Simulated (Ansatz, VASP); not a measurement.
# SnO2 (Cassiterite) in two plane-wave programs

One calculation is typed for both programs; each brings its own data sets. How far apart do they land? The cell is taken from a series of runs on this material, whose earlier steps may have relaxed, scaled, displaced or heated it; both programs get it as it stands.

Main program and level: Ansatz 0.2.0; plane waves, with VASP 6.6.1 beside it; single point at LDA, spin-orbit coupling.

## (1) Starting point

Symmetry: P4_2/mnm, No. 136, tetragonal system. Conventional cell: a = 4.738 Å, b = 4.738 Å, c = 3.187 Å, α = 90.00°, β = 90.00°, γ = 90.00°. Nearest to Sn lie 6 O at 2.05 to 2.06 Å. O has 3 Sn at 2.05 to 2.06 Å nearest. Farther neighbours and most contacts between anions are not listed.

Structure file:

```cif
data_structure
_symmetry_space_group_name_H-M 'P4_2/mnm'
_symmetry_Int_Tables_number 136
_cell_length_a 4.7380
_cell_length_b 4.7380
_cell_length_c 3.1865
_cell_angle_alpha 90.000
_cell_angle_beta 90.000
_cell_angle_gamma 90.000
_cell_volume 71.53
loop_
_atom_site_label
_atom_site_type_symbol
_atom_site_symmetry_multiplicity
_atom_site_Wyckoff_symbol
_atom_site_fract_x
_atom_site_fract_y
_atom_site_fract_z
_atom_site_occupancy
Sn1 Sn 2 a 0.00000 0.00000 0.00000 1
O1 O 4 f 0.30710 0.30710 0.00000 1
```

## (2) Ansatz: single point, LDA, spin-orbit coupling

Ansatz runs on its fully relativistic PAW (standard-fr) files.

A single point gives forces, pressure and levels at one fixed geometry, so differences don't come from the geometry; what else differs is listed under the comparison.

input.yaml

```yaml
crystal:
  lattice:
    - [4.738, 0.0, 0.0]
    - [0.0, 4.738, 0.0]
    - [0.0, 0.0, 3.1865]
  atoms:
    - { symbol: Sn, position: [0.0, 0.0, 0.0] }
    - { symbol: Sn, position: [0.5, 0.5, 0.5] }
    - { symbol: O, position: [0.3071, 0.3071, 0.0] }
    - { symbol: O, position: [0.1929, 0.8071, 0.5] }
    - { symbol: O, position: [0.6929, 0.6929, 0.0] }
    - { symbol: O, position: [0.8071, 0.1929, 0.5] }
kpoints:
  mp_grid: { grid: [4, 4, 6] }
  band_path:
    path:
      - [[0.0, 0.0, 0.0], [0.0, 0.5, 0.0], [0.5, 0.5, 0.0], [0.0, 0.0, 0.0], [0.0, 0.0, 0.5], [0.0, 0.5, 0.5], [0.5, 0.5, 0.5], [0.0, 0.0, 0.5]]
      - [[0.0, 0.5, 0.0], [0.0, 0.5, 0.5]]
      - [[0.5, 0.5, 0.0], [0.5, 0.5, 0.5]]
    npoints: 10
hamiltonian:
  xc: lda
scf:
  occupations: { method: fermi_dirac, width: 0.02 }
  n_extra_bands: 12
magnetization:
  noncollinear: true
  spin_orbit: true
output:
  eigenvalues: true
```

The run is started by

```bash
$ ansatz run input.yaml --threads 8 --pin off --max-ram 18432MiB --backend cpu --events-out ev --progress --plain --runs-dir out
```

Numbers of over 12 decimals in the logs are rounded to 6 here.

Output:

```text
scf.n_extra_bands = 12 over 52 filled bands (N_el = 52.0): the run solves 64 bands
Engine: ansatz 0.2.0, aarch64-unknown-linux-gnu
Pseudopotentials: kind: paw_fr
Pseudopotential: Sn, paw_fr, valence charge 14, recommended cutoff 420 eV (normal), Sn.paw.azcp#standard-fr
Pseudopotential: O, paw_fr, valence charge 6, recommended cutoff 420 eV (normal), O.paw.azcp#standard-fr
Functional definition: SPW92
  exchange = slater_x
  correlation = pw_c
non-collinear run that drives no moment, with spin-orbit: no starting moment large enough to seed its density (crystal.atoms[].spin), no starting occupations that ask for one, no magnetisation constraint and no magnetic field, so the semilocal B_xc is pinned to zero
Crystal: 6 atoms, lattice volume = 71.533 Å³
Basis set: ecut = 420 eV, 1411 PW (Γ)
Bands: 64, of which v1, the nominal top of the filled ones, is band 52 counted from 1 (51 counted from 0)
Symmetry: 16 space group operations + 16 with time reversal
Magnetic group: BNS 136.496 (UNI 1156), of the structure as read, at distance tolerance 4.2e-5 Å
k-points: 24 of 96
Projection manifold: j_resolved (fully-relativistic pseudo-atomic orbitals)
Non-local potential: Sn, projectors of the file, l = 0: 2, l = 1: 4, l = 2: 4, l = 3: 4
Non-local potential: O, projectors of the file, l = 0: 2, l = 1: 4, l = 2: 2
PAW form: soft (Blöchl's): semilocal exchange-correlation on the pseudo side does not see the compensation charge
PAW frozen core: Sn, regenerated for the run's functional, and the local potential with it (the file was generated under x = pbe(κ = 0.804, μ = 0.219515), c = pbe(β = 0.066725))
PAW frozen core: O, regenerated for the run's functional, and the local potential with it (the file was generated under x = pbe(κ = 0.804, μ = 0.219515), c = pbe(β = 0.066725))
PAW one-centre angular grid: Sn, 590 points (default); XC on 64 Gauss nodes
PAW one-centre angular grid: O, 110 points (default); XC on 64 Gauss nodes
Initial density: superposition of atomic densities (chi_scale 0.1, normalization cell, long waves kept (reshape's long-wave potential 0.00 eV rms))
Initial wavefunctions: pseudopotential atomic-orbital guess
Functional: x = slater, c = lda
SCF iter   1: F=—  HF=-13985.386508 eV  |F-HF|=—  |Δ(HF+E_count)|=         —  Δρ=7.86e-2  dr2=3.07e0  dr2_m=0.00e0 (ungated)  ethr=3.10e-3  |M|=0.00e0 ∫|m|=0.00e0 μB  |m|>n=0.0e0 m-floor=0.0e0 τ_xc=0.0e0  β_m=0.30  ⟨swp⟩=6.9  Hψ=3693  notcnv=0  defer=14
preconditioner: auto → Resta (q_TF=auto, 2.587 Å⁻¹)  ε∞=3.5  [insulator: Δε(μ)=1.675 eV  Ē_g=19.936 eV  σ=0.020 eV  W_gap=1.00  n_scr=18 (ndim 8)  ℏωp=31.7 eV  f_vac=0.000  D(μ)=0.00/eV (n_scr^D=0)  ε∞_Penn≈3.5]
spin=Noncollinear: Resta preconditioning applied to the charge; magnetization (m_x, m_y, m_z) channels mix plain (no charge-response kernel on spin).
SCF iter   2: F=—  HF=-13984.812247 eV  |F-HF|=—  |Δ(HF+E_count)|=   5.74e-1  Δρ=5.15e-2  dr2=1.15e0  dr2_m=0.00e0 (ungated)  ethr=3.10e-3  |M|=0.00e0 ∫|m|=0.00e0 μB  |m|>n=0.0e0 m-floor=0.0e0 τ_xc=0.0e0  β_m=0.52  ⟨swp⟩=2.6  Hψ=1090  notcnv=0  defer=154
SCF iter   3: F=—  HF=-13984.468392 eV  |F-HF|=—  |Δ(HF+E_count)|=   3.44e-1  Δρ=1.27e-2  dr2=7.85e-2  dr2_m=0.00e0 (ungated)  ethr=2.22e-3  |M|=0.00e0 ∫|m|=0.00e0 μB  |m|>n=0.0e0 m-floor=0.0e0 τ_xc=0.0e0  β_m=0.61  ⟨swp⟩=3.0  Hψ=1381  notcnv=0  defer=154
SCF iter   4: F=—  HF=-13984.440631 eV  |F-HF|=—  |Δ(HF+E_count)|=   2.78e-2  Δρ=2.19e-3  dr2=2.50e-3  dr2_m=0.00e0 (ungated)  ethr=1.51e-4  |M|=0.00e0 ∫|m|=0.00e0 μB  |m|>n=0.0e0 m-floor=0.0e0 τ_xc=0.0e0  β_m=0.75  ⟨swp⟩=2.9  Hψ=1299  notcnv=0  defer=154
SCF iter   5: F=—  HF=-13984.441074 eV  |F-HF|=—  |Δ(HF+E_count)|=   4.43e-4  Δρ=5.87e-4  dr2=2.09e-4  dr2_m=0.00e0 (ungated)  ethr=4.80e-6  |M|=0.00e0 ∫|m|=0.00e0 μB  |m|>n=0.0e0 m-floor=0.0e0 τ_xc=0.0e0  β_m=0.86  ⟨swp⟩=2.3  Hψ=1100  notcnv=0  defer=154
SCF iter   6: F=—  HF=-13984.441083 eV  |F-HF|=—  |Δ(HF+E_count)|=   8.50e-6  Δρ=6.65e-5  dr2=2.72e-6  dr2_m=0.00e0 (ungated)  ethr=4.03e-7  |M|=0.00e0 ∫|m|=0.00e0 μB  |m|>n=0.0e0 m-floor=0.0e0 τ_xc=0.0e0  β_m=0.93  ⟨swp⟩=2.0  Hψ=1179  notcnv=0  defer=154
SCF iter   7: F=—  HF=-13984.441082 eV  |F-HF|=—  |Δ(HF+E_count)|=   7.89e-7  Δρ=9.63e-6  dr2=7.95e-8  dr2_m=0.00e0 (ungated)  ethr=1.92e-10  |M|=0.00e0 ∫|m|=0.00e0 μB  |m|>n=0.0e0 m-floor=0.0e0 τ_xc=0.0e0  β_m=0.97  ⟨swp⟩=10.4  Hψ=3410  notcnv=0
SCF iter   8: F=-13984.441082 eV  HF=-13984.441082 eV  |F-HF|=2.40e-10  |Δ(HF+E_count)|=   1.06e-8  Δρ=2.04e-6  dr2=3.14e-9  dr2_m=0.00e0 (ungated)  ethr=1.53e-10  |M|=0.00e0 ∫|m|=0.00e0 μB  |m|>n=0.0e0 m-floor=0.0e0 τ_xc=0.0e0  ⟨swp⟩=1.0  Hψ=1942  notcnv=0
SCF 1 converged in 8 iterations: F = -13984.441082 eV  dr2 = 3.14e-9
  greatest PAW one-centre occupation: 0.997 electrons in one spin orbital (limit 2), on the Sn atom at site 1 (counted from 0), in its partial waves of l = 2
NSCF: frozen V_eff on 93 k-points
SCF converged after 8 iterations
Magnetization: |M| = 0.0000 μB,  M = (+0.0000, +0.0000, +0.0000) μB
Absolute magnetization: 0.0000 μB (∫|m|)
  site 0: m = (+0.0000, +0.0000, +0.0000) μB, |m| = 0.0000 μB  (R = 0.85 Å)
  site 1: m = (+0.0000, +0.0000, +0.0000) μB, |m| = 0.0000 μB  (R = 0.85 Å)
  site 2: m = (+0.0000, +0.0000, +0.0000) μB, |m| = 0.0000 μB  (R = 0.85 Å)
  site 3: m = (+0.0000, +0.0000, +0.0000) μB, |m| = 0.0000 μB  (R = 0.85 Å)
  site 4: m = (+0.0000, +0.0000, +0.0000) μB, |m| = 0.0000 μB  (R = 0.85 Å)
  site 5: m = (+0.0000, +0.0000, +0.0000) μB, |m| = 0.0000 μB  (R = 0.85 Å)
Free energy (F): -13984.441082 eV
Harris-Foulkes:  -13984.441082 eV  (|F-HF|=2.40e-10)
Internal energy: -13984.441082 eV  (E = F + TS)
E sigma→0 (E₀):  -13984.441082 eV
Fermi energy:    9.727206 eV
--- Per-component energies (eV) ---
  E_band       = -131.257436
  E_kinetic    = 1081.359851
  E_local      = -2867.695165  (includes V_loc(G=0)·N_el)
  E_nonlocal   = 151.325725
  E_hartree    = 1481.493931
  E_xc         = -1042.446988
  E_vxc        = -564.473103  (∫ρ·V_xc dr)
  E_paw        = -8606.888242  (= ΣΔE_a)
  E_vpaw       = -894.772714  (= ΣTr[D̂ρ^β])
  E_aug_tail   = 0.010215  (compensation charges beyond the density's cutoff)
  E_ewald      = -4182.851779
  E_core_change = 1.251370  (= ΣΔE_core)
  E_smearing   = -0.000000  (= −TS)
  E_closure    = -0.000000  (closes the sum)
  Σ components = -13984.441082   (vs F -13984.441082, Δ=0.00e0)
--- Band table (eV; the first three rows and the last of 24) ---
  k-point 0: bands = [... 48 lower, 8.3724, 8.3724, 9.1570, 9.1570, 10.2975, 10.2975, 15.0710, 15.0710, ... 8 higher]
  k-point 1: bands = [... 48 lower, 8.3896, 8.3896, 8.9204, 8.9204, 11.7946, 11.7946, 15.5820, 15.5820, ... 8 higher]
  k-point 2: bands = [... 48 lower, 8.1476, 8.1476, 8.2849, 8.2849, 13.8197, 13.8197, 15.8913, 15.8913, ... 8 higher]
  k-point 23: bands = [... 48 lower, 8.3119, 8.3119, 8.3119, 8.3119, 13.8689, 13.8689, 13.8689, 13.8689, ... 8 higher]
```

Reading the cycles: dr2 is the Hartree energy of the density residual (eV), the measure of convergence; HF is the Harris–Foulkes estimate of the energy, which meets the free energy F at convergence.

## (3) VASP: single point, LDA, spin-orbit coupling

The same cell, functional (in two slightly different forms), mesh and smearing now go to VASP, with its own data sets.

Lines of VASP's logs that name or quote its potential files are left out, and so is its time.

INCAR

```
SYSTEM = SnO2
PREC = Accurate
ENCUT = 520
EDIFF = 1E-06
NELM = 200
ISMEAR = -1
SIGMA = 0.02
LREAL = .FALSE.
ALGO = Normal
GGA = PW92
LNONCOLLINEAR = .TRUE.
MAGMOM = 0 0 0 0 0 0 0 0 0 0 0 0 0 0 0 0 0 0
NBANDS = 64
GGA_COMPAT = .FALSE.
LASPH = .TRUE.
LSORBIT = .TRUE.
LORBIT = 11
LWAVE = .FALSE.
LCHARG = .FALSE.
ISIF = 2
EFERMI = MIDGAP
KPAR = 2
```

POSCAR

```
SnO2
1.0
    4.7380000000      0.0000000000      0.0000000000
    0.0000000000      4.7380000000      0.0000000000
    0.0000000000      0.0000000000      3.1865000000
Sn O
2 4
Direct
    0.0000000000      0.0000000000      0.0000000000
    0.5000000000      0.5000000000      0.5000000000
    0.3071000000      0.3071000000      0.0000000000
    0.1929000000      0.8071000000      0.5000000000
    0.6929000000      0.6929000000      0.0000000000
    0.8071000000      0.1929000000      0.5000000000
```

KPOINTS

```
Automatic mesh
0
Gamma
4 4 6
0 0 0
```

PAW data sets: Sn_d and O (LDA family, release 64).

The run is started by

```bash
$ mpirun -np 2 vasp_ncl
```

Output:

```text
[banner, memory and clock lines left out]
running    2 mpi-ranks, on    1 nodes
 distrk:  each k-point on    1 cores,    2 groups
 distr:  one band on    1 cores,    1 groups

 POSCAR found type information on POSCAR SnO
 POSCAR found :  2 types and       6 ions
|                                                                             |
|               ----> ADVICE to this user running VASP <----                  |
|                                                                             |
|     You enforced a specific xc type in the INCAR file but a different       |
|     [... a line on the potential file left out ...]
|     I HOPE YOU KNOW WHAT YOU ARE DOING!                                     |
|                                                                             |

 LDA part: xc-table for (Slater(with rela. corr.)+PW92), standard interpolation
 POSCAR, INCAR and KPOINTS ok, starting setup
 FFT: planning ... GRIDC
 FFT: planning ... GRID_SOFT
 FFT: planning ... GRID
 WAVECAR not read
 entering main loop
       N       E                     dE             d eps       ncg     rms          rms(c)
DAV:   1     0.795653409772E+03    0.79565E+03   -0.23974E+04  3552   0.258E+03
DAV:   2     0.125590809093E+03   -0.67006E+03   -0.63383E+03  3224   0.801E+02
DAV:   3    -0.340345132815E+02   -0.15963E+03   -0.15595E+03  3296   0.282E+02
DAV:   4    -0.481089445463E+02   -0.14074E+02   -0.13901E+02  3776   0.932E+01
DAV:   5    -0.485559777716E+02   -0.44703E+00   -0.44532E+00  3640   0.170E+01    0.158E+01
DAV:   6    -0.424020846651E+02    0.61539E+01   -0.20886E+01  4904   0.714E+01    0.605E+00
DAV:   7    -0.424782605973E+02   -0.76176E-01   -0.24429E+00  3464   0.952E+00    0.332E+00
DAV:   8    -0.424062563340E+02    0.72004E-01   -0.33665E-01  4472   0.583E+00    0.107E+00
DAV:   9    -0.423877004306E+02    0.18556E-01   -0.45564E-02  4576   0.332E+00    0.351E-01
DAV:  10    -0.423874953578E+02    0.20507E-03   -0.11065E-02  4744   0.107E+00    0.125E-01
DAV:  11    -0.423874561551E+02    0.39203E-04   -0.23923E-03  4368   0.551E-01    0.363E-02
DAV:  12    -0.423874461850E+02    0.99702E-05   -0.15267E-04  4344   0.192E-01    0.814E-03
DAV:  13    -0.423874493020E+02   -0.31171E-05   -0.28322E-05  4184   0.408E-02    0.834E-03
DAV:  14    -0.423874487116E+02    0.59046E-06   -0.21388E-06  3048   0.196E-02
   1 F= -.42387449E+02 E0= -.42387449E+02  d E =-.468985E-14  mag=    -0.0000    -0.0000     0.0000
```

From OUTCAR (step 3):

```text
ion  position               nearest neighbor table
   1  0.000  0.000  0.000-   4 2.05   6 2.05   4 2.05   6 2.05   5 2.06   3 2.06   2 3.71   2 3.71
                             2 3.71   2 3.71   2 3.71   2 3.71   2 3.71   2 3.71
   2  0.500  0.500  0.500-   3 2.05   5 2.05   3 2.05   5 2.05   4 2.06   6 2.06   1 3.71   1 3.71
                             1 3.71   1 3.71   1 3.71   1 3.71   1 3.71   1 3.71
   3  0.307  0.307  0.000-   2 2.05   2 2.05   1 2.06
   4  0.193  0.807  0.500-   1 2.05   1 2.05   2 2.06
   5  0.693  0.693  0.000-   2 2.05   2 2.05   1 2.06
   6  0.807  0.193  0.500-   1 2.05   1 2.05   2 2.06

  LATTYP: Found a simple tetragonal cell.
 ALAT       =     4.7380000000
 C/A-ratio  =     0.6725411566

 Subroutine GETGRP returns: Found 16 space group operations
 (whereof  8 operations were pure point group operations)

The static configuration has the point symmetry D_2h.
 The point group associated with its full space group is D_4h.

 Found     24 irreducible k-points:

   k-points           NKPTS =     24   k-points in BZ     NKDIM =     24   number of bands    NBANDS=     64

   dimension x,y,z NGX =    36 NGY =   36 NGZ =   24
   dimension x,y,z NGXF=    72 NGYF=   72 NGZF=   48

   ENCUT  =  520.0 eV  38.22 Ry    6.18 a.u.   8.81  8.81  5.92*2*pi/ulx,y,z

   NELECT =      52.0000    total number of electrons

 k-points in reciprocal lattice and weights: Automatic mesh
   0.00000000  0.00000000  0.00000000       0.010
   0.25000000  0.00000000  0.00000000       0.042
   0.50000000  0.00000000  0.00000000       0.021
   0.25000000  0.25000000  0.00000000       0.042
   0.50000000  0.25000000  0.00000000       0.042
   0.50000000  0.50000000  0.00000000       0.010
   0.00000000  0.00000000  0.16666667       0.021
   0.25000000  0.00000000  0.16666667       0.083
   0.50000000  0.00000000  0.16666667       0.042
[...]
0.50000000  0.25000000  0.50000000       0.042
   0.50000000  0.50000000  0.50000000       0.010

 average (electrostatic) potential at core
       1 -99.2077       2 -99.2077       3 -68.9994       4 -68.9994       5 -68.9994
       6 -68.9994

 E-fermi :   6.4484

 k-point     1 :       0.0000    0.0000    0.0000
  band No.  band energies     occupation
    ...
     48       5.0435      1.00000
     49       5.0689      1.00000
     50       5.0689      1.00000
     51       5.8621      1.00000
     52       5.8621      1.00000
     53       7.0347      0.00000
     54       7.0347      0.00000
     55      11.7866      0.00000
     56      11.7866      0.00000
     57      11.8490      0.00000
    ...

 k-point     2 :       0.2500    0.0000    0.0000
  band No.  band energies     occupation
    ...
     48       4.6340      1.00000
     49       5.0965      1.00000
     50       5.0965      1.00000
     51       5.5638      1.00000
     52       5.5638      1.00000
     53       8.3238      0.00000
     54       8.3238      0.00000
     55      11.3645      0.00000
     56      11.3645      0.00000
     57      12.1789      0.00000
    ...

 k-point     3 :       0.5000    0.0000    0.0000
  band No.  band energies     occupation
    ...
     48       4.6372      1.00000
     49       5.2037      1.00000
     50       5.2037      1.00000
     51       5.2037      1.00000
     52       5.2037      1.00000
     53      10.1678      0.00000
     54      10.1678      0.00000
     55      10.1678      0.00000
     56      10.1678      0.00000
     57      12.6690      0.00000
    ...

  Total       -0.1973294     -0.1973294      0.4537887      0.0000000      0.0000000      0.0000000
  in kB       -4.4197570     -4.4197570     10.1638956      0.0000000      0.0000000      0.0000000
  external PRESSURE =       0.4414605 kB  Pullay stress =       0.0000000 kB

  energy-cutoff  :      520.00
  volume of cell :       71.53
      direct lattice vectors                 reciprocal lattice vectors
     4.738000000  0.000000000  0.000000000     0.211059519  0.000000000  0.000000000
     0.000000000  4.738000000  0.000000000     0.000000000  0.211059519  0.000000000
     0.000000000  0.000000000  3.186500000     0.000000000  0.000000000  0.313823945

 POSITION                                       TOTAL-FORCE (eV/Angst)
 -----------------------------------------------------------------------------------
      0.00000      0.00000      0.00000         0.000000      0.000000      0.000000
      2.36900      2.36900      1.59325         0.000000      0.000000      0.000000
      1.45504      1.45504      0.00000        -0.123821     -0.123821     -0.000000
      0.91396      3.82404      1.59325         0.123821     -0.123821      0.000000
      3.28296      3.28296      0.00000         0.123821      0.123821      0.000000
      3.82404      0.91396      1.59325        -0.123821      0.123821     -0.000000
 -----------------------------------------------------------------------------------
    total drift:                               -0.000000      0.000000      0.000000

  FREE ENERGIE OF THE ION-ELECTRON SYSTEM (eV)
  ---------------------------------------------------
  free  energy   TOTEN  =       -42.3874487116 eV

  energy  without entropy=      -42.3874487116  energy(sigma->0) =      -42.38744871

 Spin-Orbit-Coupling matrix elements
 Ion:    1  E_soc:     -0.0775189
 Ion:    2  E_soc:     -0.0775189
 Ion:    3  E_soc:     -0.0003643
 Ion:    4  E_soc:     -0.0003643
 Ion:    5  E_soc:     -0.0003643
 Ion:    6  E_soc:     -0.0003643

 total charge
# of ion       s       p       d       tot
------------------------------------------
    1        0.894   1.127  10.390  12.411
    2        0.894   1.127  10.390  12.411
    3        1.549   3.495   0.000   5.044
    4        1.549   3.495   0.000   5.044
    5        1.549   3.495   0.000   5.044
    6        1.549   3.495   0.000   5.044
--------------------------------------------------
tot          7.985  16.233  20.781  44.999

 magnetization (x)
# of ion       s       p       d       tot
------------------------------------------
    1        0.000   0.000   0.000   0.000
    2        0.000   0.000   0.000   0.000
    3        0.000   0.000   0.000   0.000
    4        0.000   0.000   0.000   0.000
    5        0.000   0.000   0.000   0.000
    6        0.000   0.000   0.000   0.000
--------------------------------------------------
tot          0.000   0.000   0.000   0.000

 magnetization (y)
# of ion       s       p       d       tot
------------------------------------------
    1        0.000   0.000   0.000   0.000
    2        0.000   0.000   0.000   0.000
    3        0.000   0.000   0.000   0.000
    4        0.000   0.000   0.000   0.000
    5        0.000   0.000   0.000   0.000
    6        0.000   0.000   0.000   0.000
--------------------------------------------------
tot          0.000   0.000   0.000   0.000

 magnetization (z)
# of ion       s       p       d       tot
------------------------------------------
    1        0.000   0.000   0.000   0.000
    2       -0.000   0.000   0.000  -0.000
    3        0.000   0.000   0.000   0.000
    4        0.000   0.000   0.000   0.000
    5        0.000   0.000   0.000   0.000
    6        0.000   0.000   0.000   0.000
--------------------------------------------------
tot          0.000   0.000   0.000   0.000

[... 3 further parts left out ...]
```

The run ends at a pressure of 0.04 GPa, with forces up to 0.18 eV/Å.

## (4) Comparison

Known differences besides the potentials themselves: spin-orbit coupling enters by fully relativistic files in Ansatz and inside the spheres in VASP; the cutoff is 420 eV in Ansatz and 520 eV in VASP; VASP's log shows a relativistic correction to its local exchange, Ansatz's none. Total energies have different zeros and are not compared.

Both answers:

| quantity | Ansatz | VASP | difference |
| --- | --- | --- | --- |
| gap on the k mesh (eV) | 1.140 | 1.173 | -0.032 |

A gap on the mesh is an upper bound, since the band edges may lie between its points.

## (5) Summary of results

- difference in gap on the k mesh (single point, LDA, spin-orbit coupling): -0.032 eV

**Reading.** The difference in gap on the k mesh is -0.032 eV (single point, LDA, spin-orbit coupling), within the 0.08 eV picked in this series as the mark of a large difference. Such differences can come from data sets, numerical settings and the points named under the comparisons, not from the functional's error against experiment.

[Lines on the potential files, build, host, timing and source positions are cut from VASP's logs without a mark.]

[Logs are printed without paths, hosts, clocks, repeated set-up lines and the standing remarks that a program may print on its own settings, such as how far it seeks lower states.]

[Hosts, paths, dates, database ids (printed as entryN), source tags and the programs' standing remarks are cut or masked in the printed files.]
